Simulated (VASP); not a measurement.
Data:

```
CELL_PARAMETERS angstrom
      0.00000     3.13522     3.13522
      3.13522     0.00000     3.13522
      3.13522     3.13522     0.00000
ATOMIC_POSITIONS crystal
  Hg 0.00000 0.00000 0.00000
  Se 0.75000 0.75000 0.75000
```

Method: PBE GGA, VASP's PBE PAW potentials (set 64) (plane waves; VASP 6.6.1). Settings: 480 eV cut-off, 9×9×9 Γ-centred mesh, first-order Methfessel-Paxton smearing of 0.10 eV, potentials Hg Se.

Unless said otherwise, spin-orbit coupling is left out, though it shifts the bands of the heavy elements here.

Predict the energy per atom (σ→0), band gap (on the k-mesh) with the smallest direct gap where there is one.

| Item | Result |
|---|---|
| band gap (on the k-mesh) | none (metal, semimetal or under 0.01 eV) |
| energy per atom (σ→0) | -197.3 kJ/mol of atoms |

Total energies compare only between runs with the same potentials, cut-off and functional.

The compound is HgSe in the zinc blende structure. It was relaxed first, which changed the volume by +10 %. The start is the result of an earlier pass.
